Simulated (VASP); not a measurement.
Given:

```xyz
2
Lattice="4.0213 -2.1929 -0.0019 4.0213 2.1929 -0.0019 2.8271 0.0000 3.6038" Properties=species:S:1:pos:R:3 pbc="T T T"
Sb     2.5322     0.0000     0.8387
Sb     8.3374     0.0000     2.7613
```

All values below come from PBE GGA, VASP's PBE PAW potentials (set 64) (plane waves; VASP 6.6.1). Settings: 480 eV cut-off, 8×8×8 Γ-centred mesh, Gaussian smearing of 0.050 eV, potentials Sb.

Unless said otherwise, spin-orbit coupling is left out, though it shifts the bands of the heavy elements here.

Question: Estimate the energy per atom (σ→0), band gap (on the k-mesh) with the smallest direct gap where there is one.

Answer: 
```yaml
band gap (on the k-mesh): none (metal, semimetal or under 0.01 eV)
energy per atom (σ→0): -4.141 eV/atom
```

Only differences to runs with the same potentials and settings are physical.

The compound is Sb in the a7 structure. It was relaxed first, which changed the volume by +5 %.
